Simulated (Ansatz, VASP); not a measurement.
# Cross-check of Ga2S3 (alpha-Ga2S3 ferroelectric layer bilayer, AB) between VASP and Ansatz

Wanted: the spread between two codes on one cell, functional and k mesh. The structure shown is the start of the Ansatz relaxation below; VASP solves that cell, so the two are compared at the walk's first step.

Main program and level: Ansatz 0.2.0; plane waves, with VASP 6.6.1 beside it; single point at PBE with D3(BJ).

### Step 1. Set-up

The cell holds 10 atoms: 6 S and 4 Ga. Cell: a = 3.650 Å, b = 3.650 Å, c = 61.809 Å, α = 90.0°, β = 90.0°, γ = 120.0°. Vacuum lies along c.

### Step 2. Ansatz: relaxation, PBE with D3(BJ)

Ansatz runs on its default PAW (the set named soft_2) files.

The two programs are compared at the cell with which this relaxation starts, whose forces are those of its first step.

Input file input.yaml:

```yaml
crystal:
  lattice:
    - [3.65, 0.0, 0.0]
    - [-1.825, 3.1609927238, 0.0]
    - [0.0, 0.0, 61.8085709706]
  atoms:
    - { symbol: S, position: [0.0, 0.0, 0.3753524735] }
    - { symbol: Ga, position: [0.3333333333, 0.6666666667, 0.3935943549] }
    - { symbol: S, position: [0.3333333333, 0.6666666667, 0.430320653] }
    - { symbol: Ga, position: [0.6666666667, 0.3333333333, 0.4555077887] }
    - { symbol: S, position: [0.0, 0.0, 0.4757315211] }
    - { symbol: S, position: [0.6666666667, 0.3333333333, 0.5242684789] }
    - { symbol: Ga, position: [0.0, 0.0, 0.5425103602] }
    - { symbol: S, position: [0.0, 0.0, 0.5792366583] }
    - { symbol: Ga, position: [0.3333333333, 0.6666666667, 0.604423794] }
    - { symbol: S, position: [0.6666666667, 0.3333333333, 0.6246475265] }
  periodic: [true, true, false]
kpoints:
  mp_grid: { grid: [12, 12, 1] }
hamiltonian:
  xc: pbe
  dispersion: d3bj
scf:
  occupations: { method: fermi_dirac, width: 0.05 }
  convergence: { dr2_threshold: 1.0e-09 }
relax:
  f_tol: 0.004
  max_steps: 90
  cell: {}
output:
  write_potential: true
  write_density: true
  volumetric_format: npy
```

The run is started by

```sh
$ ansatz run input.yaml --threads 4 --pin off --max-ram 6144MiB --backend cpu --events-out ev --progress --plain --runs-dir out
```

Numbers of over 12 decimals in the logs are rounded to 6 here.

Log:

```text
Warning: relax.cell: scf.convergence.dr2_threshold = 1e-9 eV is looser than the 1.54895756315e-10 eV advised for a relaxation that steers and ends on the stress (1e-10 eV for each atom of the cell: 10, times the square of relax.cell.stress_2d_tol = 0.05 N/m over 25.4 Å (the atoms' height at the walk's start and 5 Å past either face), 1.968e-2 GPa, over a crystal's default 0.05). What an SCF threshold leaves in a stress goes as its square root, and in the free energy as the threshold itself, and one threshold admits the most on a small cell: [figures from the program's tests cut] Set scf.convergence.dr2_threshold to 1.54895756315e-10 eV or tighter. [rest of the remark cut]
Engine: ansatz 0.2.0, x86_64-unknown-linux-gnu
Pseudopotentials: kind: paw
Pseudopotential: S, paw, valence charge 6, recommended cutoff 420 eV (normal), S.paw.azcp
Pseudopotential: Ga, paw, valence charge 13, recommended cutoff 420 eV (normal), Ga.paw.azcp
Functional definition: PBE
  parameter kappa = 0.804
  parameter beta = 0.066725
  exchange = pbe_x(kappa = kappa, mu = beta*pi^2/3)
  correlation = pbe_c(beta = beta)
Crystal: 10 atoms, lattice volume = 713.124 Å³
Basis set: ecut = 420 eV, 13731 PW (Γ), exchange–correlation on 50×50×864 points (8 copies of the dense FFT grid, shifted against one another)
Bands: 54, of which v1, the nominal top of the filled ones, is band 44 counted from 1 (43 counted from 0)
Symmetry: 6 space group operations
Space group: P3m1 (ITA 156), of the structure as read, at distance tolerance 8.9e-5 Å
k-points: 19 of 144 (time reversal used)
Non-local potential: S, projectors of the file, l = 0: 2, l = 1: 2, l = 2: 2
Non-local potential: Ga, projectors of the file, l = 0: 2, l = 1: 2, l = 2: 3, l = 3: 1
PAW form: soft (Blöchl's): semilocal exchange-correlation on the pseudo side does not see the compensation charge
PAW one-centre angular grid: S, 110 points (default); XC on 64 Gauss nodes
PAW one-centre angular grid: Ga, 590 points (default); XC on 64 Gauss nodes
Initial density: superposition of atomic densities (neutral atoms: chi_scale 0, normalization atom), corrected by the library's trained network
Initial wavefunctions: pseudopotential atomic-orbital guess
Functional: x = pbe(κ = 0.804, μ = 0.219515), c = pbe(β = 0.066725)
SCF iter   1: F=—  HF=-20552.852334 eV  |F-HF|=—  |Δ(HF+E_count)|=         —  Δρ=1.19e-3  dr2=5.49e-1  ethr=1.77e-3  ⟨swp⟩=12.5  Hψ=6331  notcnv=0  defer=19
preconditioner: auto → Resta (q_TF=auto, 1.925 Å⁻¹)  ε∞=1.9  [insulator: Δε(μ)=1.468 eV  Ē_g=13.481 eV  σ=0.050 eV  W_gap=1.00  n_scr=36 (ndim 8)  ℏωp=13.0 eV  f_vac=0.694  D(μ)=0.00/eV (n_scr^D=0)  ε∞_Penn≈1.9  vacuum switching on, ρ_ref=1.3e-2 e/Å³]
SCF iter   2: F=—  HF=-20553.961772 eV  |F-HF|=—  |Δ(HF+E_count)|=    1.11e0  Δρ=1.94e-2  dr2=2.89e2  ethr=6.24e-4  ⟨swp⟩=5.2  Hψ=1820  notcnv=0  defer=62  recentre
preconditioner: auto → LDOS  [metal: Δε(μ)=0.011 eV  Ē_g=13.038 eV  σ=0.050 eV  W_gap=0.05  n_scr=36 (ndim 8)  ℏωp=13.0 eV  f_vac=0.694  D(μ)=8.14/eV (n_scr^D=28)  β→1.0]
SCF iter   3: F=—  HF=-20552.841510 eV  |F-HF|=—  |Δ(HF+E_count)|=    1.12e0  Δρ=8.75e-4  dr2=4.57e-1  ethr=6.24e-4  ⟨swp⟩=4.4  Hψ=1772  notcnv=0  defer=39
SCF iter   4: F=—  HF=-20552.831178 eV  |F-HF|=—  |Δ(HF+E_count)|=   1.03e-2  Δρ=7.57e-4  dr2=3.81e-1  ethr=5.19e-4  ⟨swp⟩=1.5  Hψ=1244  notcnv=0  defer=47
SCF iter   5: F=—  HF=-20552.824036 eV  |F-HF|=—  |Δ(HF+E_count)|=   7.14e-3  Δρ=6.39e-4  dr2=3.23e-1  ethr=4.33e-4  ⟨swp⟩=1.6  Hψ=991  notcnv=0  defer=49
SCF iter   6: F=—  HF=-20552.815369 eV  |F-HF|=—  |Δ(HF+E_count)|=   8.67e-3  Δρ=5.94e-4  dr2=2.61e-1  ethr=3.67e-4  ⟨swp⟩=1.6  Hψ=1050  notcnv=0  defer=50
SCF iter   7: F=—  HF=-20552.806118 eV  |F-HF|=—  |Δ(HF+E_count)|=   9.25e-3  Δρ=5.27e-4  dr2=1.97e-1  ethr=2.97e-4  ⟨swp⟩=2.2  Hψ=1325  notcnv=0  defer=66
SCF iter   8: F=—  HF=-20552.795720 eV  |F-HF|=—  |Δ(HF+E_count)|=   1.04e-2  Δρ=4.31e-4  dr2=1.25e-1  ethr=2.24e-4  ⟨swp⟩=2.1  Hψ=1049  notcnv=0  defer=71
SCF iter   9: F=—  HF=-20552.786246 eV  |F-HF|=—  |Δ(HF+E_count)|=   9.47e-3  Δρ=3.46e-4  dr2=6.06e-2  ethr=1.42e-4  ⟨swp⟩=2.4  Hψ=1268  notcnv=0  defer=65
SCF iter  10: F=—  HF=-20552.779206 eV  |F-HF|=—  |Δ(HF+E_count)|=   7.04e-3  Δρ=3.98e-4  dr2=4.17e-2  ethr=6.89e-5  ⟨swp⟩=3.5  Hψ=1603  notcnv=0  defer=70
SCF iter  11: F=—  HF=-20552.777824 eV  |F-HF|=—  |Δ(HF+E_count)|=   1.38e-3  Δρ=1.62e-4  dr2=2.71e-3  ethr=4.73e-5  ⟨swp⟩=2.0  Hψ=1196  notcnv=0  defer=67
[...]
SCF iter   3: F=—  HF=-20553.075874 eV  |F-HF|=—  |Δ(HF+E_count)|=   4.62e-7  Δρ=6.25e-6  dr2=2.16e-7  ethr=5.25e-10  ⟨swp⟩=2.0  Hψ=1862  notcnv=0
SCF iter   4: F=—  HF=-20553.075873 eV  |F-HF|=—  |Δ(HF+E_count)|=   2.04e-7  Δρ=1.97e-6  dr2=2.51e-8  ethr=2.46e-10  ⟨swp⟩=3.6  Hψ=2414  notcnv=0
SCF iter   5: F=—  HF=-20553.075873 eV  |F-HF|=—  |Δ(HF+E_count)|=   1.92e-8  Δρ=3.45e-7  dr2=3.25e-9  ethr=2.86e-11  ⟨swp⟩=2.5  Hψ=2165  notcnv=0
SCF iter   6: F=-20553.075873 eV  HF=-20553.075873 eV  |F-HF|=2.91e-11  |Δ(HF+E_count)|=  4.69e-10  Δρ=1.17e-7  dr2=6.57e-10  ethr=1.14e-12  ⟨swp⟩=16.9  Hψ=9114  notcnv=0
SCF 7 converged in 6 iterations: F = -20553.075873 eV  dr2 = 6.57e-10
relax step   7: F+E_penalty+E_count = -20553.07587336 eV  Δ(F+E_penalty+E_count) = +1.046e-3 eV  max|allowed force component| = 1.643e-3 eV/Å  Δτ_max = 0.0000 Å  P = +0.002 N/m  Ω = 695.408 Å³  fix = [c, alpha, beta]  reactions: c +0.000 N/m  stress off target by 1.62e-3 N/m on what of the cell is left free  SCF on the basis re-selected at this cell (its energy is not comparable with the rows above)  (6 SCF iters)
basis re-selected at this cell: Δ(F+E_penalty+E_count) = +1.046e-3 eV, ΔP = +0.004 N/m vs the last step (what re-selecting the basis moved, of the pressure what is left beyond the Pulay correction that the steps carried, after the strain that the cell walked since its last selection, with what the two solves' SCF thresholds leave and, on support functions, any second-order correction that the steps lacked; it is no m [...]
WARN: The output density's exchange-correlation potential varies sharply where the density is thin. Do not read a vacuum level from v_tot or v_xc, or from such a field of the output density. On a cell that repeats whose density bears no net charge and no dipole along the vacuum's axis use v_es (v_loc + v_h of the components); under efield.dipole_correction with no amplitude use v_es + v_field, which holds any externa [...]
SCF converged after 6 iterations
Free energy (F): -20553.075873 eV
Harris-Foulkes:  -20553.075873 eV  (|F-HF|=2.91e-11)
Internal energy: -20553.075102 eV  (E = F + TS)
E sigma→0 (E₀):  -20553.075488 eV
Entropy (-TS):   -0.000771 eV (-0.077 meV/atom)
Fermi energy:    -5.151894 eV
--- Per-component energies (eV) ---
  E_band       = -1372.011567
  E_kinetic    = 1102.923866
  E_local      = -612951.928707  (includes V_loc(G=0)·N_el)
  E_nonlocal   = 1882.255374
  E_hartree    = 305523.076556
  E_xc         = -855.565084
  E_vxc        = -752.611423  (∫ρ·V_xc dr)
  E_paw        = -11571.391518  (= ΣΔE_a)
  E_vpaw       = -1698.798477  (= ΣTr[D̂ρ^β])
  E_aug_tail   = -0.000421  (compensation charges beyond the density's cutoff)
  E_ewald      = 296320.230972
  E_disp       = -2.676141  (pairwise vdW)
  E_smearing   = -0.000771  (= −TS)
  E_closure    = -0.000000  (closes the sum)
  Σ components = -20553.075873   (vs F -20553.075873, Δ=0.00e0)
--- Forces (eV/Å), atoms counted from 1 ---
  atom   1  S      0.00000000     0.00000000     0.00047808
  atom   2  Ga    -0.00000000    -0.00000000    -0.00100317
  atom   3  S      0.00000000     0.00000000    -0.00047166
  atom   4  Ga     0.00000000     0.00000000     0.00156073
  atom   5  S      0.00000000    -0.00000000    -0.00106035
  atom   6  S      0.00000000     0.00000000     0.00046283
  atom   7  Ga     0.00000000    -0.00000000    -0.00100694
  atom   8  S      0.00000000     0.00000000     0.00007051
  atom   9  Ga    -0.00000000     0.00000000     0.00164324
  atom  10  S      0.00000000    -0.00000000    -0.00066948
  max |Σ_I F_I| component: 3.79e-6 eV/Å
--- 2D stress c σ (N/m, compression-positive) ---
        0.001618       0.000000       0.000000
        0.000000       0.001618       0.000000
        0.000000       0.000000       0.000000
  P = ½ c Tr σ = 0.0016 N/m
--- Band table (eV; the first three rows and the last of 19) ---
  k-point 0: bands = [... 40 lower, -5.6974, -5.6974, -5.5857, -5.5857, -4.9665, -3.7722, -3.3206, -2.3307, ... 6 higher]
  k-point 1: bands = [... 40 lower, -6.2444, -5.9974, -5.7540, -5.4320, -4.5859, -3.4058, -3.0366, -2.1782, ... 6 higher]
  k-point 2: bands = [... 40 lower, -6.4948, -6.4211, -6.1674, -5.3885, -4.0967, -3.2525, -2.7096, -2.4382, ... 6 higher]
  k-point 18: bands = [... 40 lower, -7.8717, -7.3954, -7.1315, -5.7999, -4.2174, -3.4919, -2.8631, -2.0790, ... 6 higher]
  the weakly bound empty levels are not read free of the cell's end (no_gap_told)
--- Relaxed structure (6 steps of the walk, 6 accepted, 1 SCFs on fresh bases) ---
  F+E_penalty+E_count = -20553.07587336 eV   max|allowed force component| = 1.643e-3 eV/Å   (the final SCF, on the basis selected at the relaxed cell)
  cell:  # Å, volume = 695.4083 Å³
    - [3.604378, 0, 0]
    - [-1.802189, 3.121482, 0]
    - [0, 0, 61.8085709706]
  atoms:
    - { symbol: S, position: [0, 0, 0.378921] }
    - { symbol: Ga, position: [0.333333, 0.666667, 0.396082] }
    - { symbol: S, position: [0.333333, 0.666667, 0.431723] }
    - { symbol: Ga, position: [0.666667, 0.333333, 0.456514] }
    - { symbol: S, position: [0, 0, 0.475009] }
    - { symbol: S, position: [0.666667, 0.333333, 0.524802] }
    - { symbol: Ga, position: [0, 0, 0.541866] }
    - { symbol: S, position: [0, 0, 0.577499] }
    - { symbol: Ga, position: [0.333333, 0.666667, 0.602310] }
    - { symbol: S, position: [0.666667, 0.333333, 0.620868] }
```

In the SCF lines HF is the Harris–Foulkes energy and dr2 the Hartree energy of the density residual, in eV; the loop may stop once dr2 is under the threshold and the program's other checks hold. Hψ counts applications of the Hamiltonian.

[end of part 1 of 2]

[Lines on the potential files, build, host, timing and source positions are cut from VASP's logs without a mark.]

[Logs are printed without paths, hosts, clocks, repeated set-up lines and the standing remarks that a program may print on its own settings, such as how far it seeks lower states.]

[Hosts, paths, dates, database ids (printed as entryN), source tags and the programs' standing remarks are cut or masked in the printed files.]
